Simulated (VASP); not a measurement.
Calculation: rev-vdW-DF2, VASP's PBE PAW potentials (set 64) (plane waves; VASP).

VASP ran on this input.

### POSCAR
```
Ni3Fe
1
    3.4430005817     0.0000000000     0.0000000000
    0.0000000000     3.4430005817     0.0000000000
    0.0000000000     0.0000000000     3.4430005817
Fe Ni
1 3
Direct
  0.0000000000   0.0000000000   0.0000000000
  0.0000000000   0.5000000000   0.5000000000
  0.5000000000   0.0000000000   0.5000000000
  0.5000000000   0.5000000000   0.0000000000
```

**KPOINTS**
```
kpoints
0
G
 9 9 9
0 0 0
```

INCAR:
```
# general
SYSTEM    =  Ni3Fe
PREC      =  Accurate
ENCUT     =  520
LREAL     =  .FALSE.
LASPH     =  .TRUE.

# electronic loop
EDIFF     =  1E-7
NELM      =  100
ALGO      =  Normal
LMAXMIX   =  4

# smearing
ISMEAR    =  1
SIGMA     =  0.1

# functional
GGA       =  MK
LUSE_VDW  =  .TRUE.
AGGAC     =  0.0
PARAM1    =  0.1234568
PARAM2    =  0.7114
ZAB_VDW   =  -1.8867

# spin
ISPIN     =  2
MAGMOM    =  2.8 3*0.6

# ions
ISIF      =  2

# output
LWAVE     =  .FALSE.
LCHARG    =  .FALSE.
LORBIT    =  10
```

POTCAR, in this order: Fe Ni (PBE.64 set). Program: vasp_std.

The run wrote:

**OSZICAR**
```
       N       E                     dE             d eps       ncg     rms          rms(c)
DAV:   1     0.252258916547E+03    0.25226E+03   -0.17558E+04  3660   0.218E+03
DAV:   2    -0.594910054391E+01   -0.25821E+03   -0.24962E+03  3533   0.376E+02
DAV:   3    -0.197186261902E+02   -0.13770E+02   -0.13099E+02  3578   0.120E+02
DAV:   4    -0.199060990656E+02   -0.18747E+00   -0.18689E+00  3751   0.147E+01
DAV:   5    -0.199116856782E+02   -0.55866E-02   -0.55858E-02  4898   0.207E+00    0.223E+01
DAV:   6    -0.168584004882E+02    0.30533E+01   -0.36204E+01  3620   0.943E+01    0.162E+01
DAV:   7    -0.195303827372E+02   -0.26720E+01   -0.17682E+01  3974   0.114E+02    0.249E+01
DAV:   8    -0.157749885841E+02    0.37554E+01   -0.14335E+01  4313   0.568E+01    0.518E+00
DAV:   9    -0.158489404370E+02   -0.73952E-01   -0.52243E-01  3952   0.888E+00    0.324E+00
DAV:  10    -0.158157134428E+02    0.33227E-01   -0.81198E-02  4815   0.754E+00    0.146E+00
DAV:  11    -0.158137318684E+02    0.19816E-02   -0.24359E-02  5426   0.196E+00    0.859E-01
DAV:  12    -0.158152065094E+02   -0.14746E-02   -0.41702E-03  4436   0.169E+00    0.220E-01
DAV:  13    -0.158152841668E+02   -0.77657E-04   -0.10957E-03  4758   0.430E-01    0.864E-02
DAV:  14    -0.158153090034E+02   -0.24837E-04   -0.90314E-05  4133   0.168E-01    0.527E-02
DAV:  15    -0.158153078990E+02    0.11043E-05   -0.29162E-05  4907   0.128E-01    0.971E-03
DAV:  16    -0.158153093151E+02   -0.14161E-05   -0.50579E-06  3753   0.254E-02    0.212E-03
DAV:  17    -0.158153090261E+02    0.28906E-06   -0.19274E-07  2496   0.563E-03    0.129E-03
DAV:  18    -0.158153089415E+02    0.84516E-07   -0.28367E-08  1828   0.321E-03
   1 F= -.15815309E+02 E0= -.15815765E+02  d E =0.136848E-02  mag=     4.4552
```

### OUTCAR
```
------------------------ aborting loop because EDIFF is reached ----------------------------------------
  FORCE on cell =-STRESS in cart. coord.  units (eV):
  Direction    XX          YY          ZZ          XY          YZ          ZX
  --------------------------------------------------------------------------------------
  Total        3.7259731      3.7259731      3.7259731      0.0000000      0.0000000      0.0000000
  in kB      146.2645254    146.2645254    146.2645254      0.0000000      0.0000000      0.0000000
  external PRESSURE =     146.2645254 kB  Pullay stress =       0.0000000 kB
  volume of cell :       40.81
      direct lattice vectors                 reciprocal lattice vectors
     3.443000582  0.000000000  0.000000000     0.290444331  0.000000000  0.000000000
     0.000000000  3.443000582  0.000000000     0.000000000  0.290444331  0.000000000
     0.000000000  0.000000000  3.443000582     0.000000000  0.000000000  0.290444331
 POSITION                                       TOTAL-FORCE (eV/Angst)
 -----------------------------------------------------------------------------------
      0.00000      0.00000      0.00000         0.000000      0.000000      0.000000
      0.00000      1.72150      1.72150         0.000000      0.000000      0.000000
      1.72150      0.00000      1.72150         0.000000      0.000000      0.000000
      1.72150      1.72150      0.00000         0.000000      0.000000      0.000000
 -----------------------------------------------------------------------------------
    total drift:                                0.000000      0.000000      0.000000
  FREE ENERGIE OF THE ION-ELECTRON SYSTEM (eV)
  ---------------------------------------------------
  free  energy   TOTEN  =       -15.8153089415 eV

  energy  without entropy=      -15.8166774237  energy(sigma->0) =      -15.81576510

 total charge

# of ion       s       p       d       tot
------------------------------------------
    1        0.509   0.568   6.216   7.292
    2        0.543   0.586   8.390   9.519
    3        0.543   0.586   8.390   9.519
    4        0.543   0.586   8.390   9.519
--------------------------------------------------
tot          2.139   2.326  31.385  35.850

 magnetization (x)

# of ion       s       p       d       tot
------------------------------------------
    1        0.007   0.000   2.731   2.738
    2       -0.015  -0.042   0.622   0.564
    3       -0.015  -0.042   0.622   0.564
    4       -0.015  -0.042   0.622   0.564
--------------------------------------------------
tot         -0.039  -0.125   4.595   4.431
```
(Selected blocks of OUTCAR.)

The compound is Ni3Fe in the L1_2 structure. This cell is one point of a volume scan, at 0.94 of the reference volume.
